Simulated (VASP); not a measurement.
Data:

```xyz
2
Lattice="0.0000 3.0696 3.0696 3.0696 0.0000 3.0696 3.0696 3.0696 0.0000" Properties=species:S:1:pos:R:3 pbc="T T T"
In     0.0000     0.0000     0.0000
As     1.5348     1.5348     1.5348
```

Method: PBE GGA with D3 dispersion (zero damping), VASP's PBE PAW potentials (set 64) (plane waves; VASP). Run with 520 eV cut-off, Gaussian smearing of 0.050 eV, potentials In_d As.

Unless said otherwise, spin-orbit coupling is left out, though it shifts the bands of the heavy elements here.

Predict the band gap (along the path) with the smallest direct gap where there is one.

- band gap (along the path) = none (metal, semimetal or under 0.01 eV)

The compound is InAs in the zinc blende structure. It was relaxed first.
